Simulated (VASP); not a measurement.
Here is the system:

```yaml
crystal:
  lattice:
    - [0.00000, 2.71741, 2.71741]
    - [2.71741, 0.00000, 2.71741]
    - [2.71741, 2.71741, 0.00000]
  atoms:
    - { symbol: Ce, position: [0.00000, 0.00000, 0.00000] }
    - { symbol: O, position: [0.25000, 0.25000, 0.25000] }
    - { symbol: O, position: [0.75000, 0.75000, 0.75000] }
```

Method: r2SCAN meta-GGA, VASP's PBE PAW potentials (set 64) (plane waves; VASP 6.6.1). Run with 520 eV cut-off, 8×8×8 Γ-centred mesh, tetrahedra with Blöchl corrections, potentials Ce O.

### Question
Give the energies of bands 7 to 15 at the high-symmetry points, in eV from the valence-band maximum.

### Answer

```
band      Γ      X      U      L      W
----  -----  -----  -----  -----  -----
7     -3.88  -3.91  -3.26  -2.99  -2.92
8     -3.88  -1.22  -1.75  -2.99  -2.30
9     -3.88  -1.22  -1.42  -1.31  -1.07
10    -0.60  -0.80  -1.31  -1.20  -1.07
11    -0.60  -0.80  -0.76  -0.79  -0.73
12    -0.60  -0.61  -0.33  -0.79  -0.67
13     2.58   2.30   2.25   2.17   2.24
14     2.58   2.32   2.36   2.40   2.38
15     2.58   2.32   2.46   2.40   2.38
```

The gap is indirect, 2.17 eV, from the valence maximum at (-0.25, 0.25, 0.00) to the conduction minimum at L.

The compound is CeO2 in the fluorite structure. It was relaxed first. The run is not spin-polarised, so no magnetic state was tried.
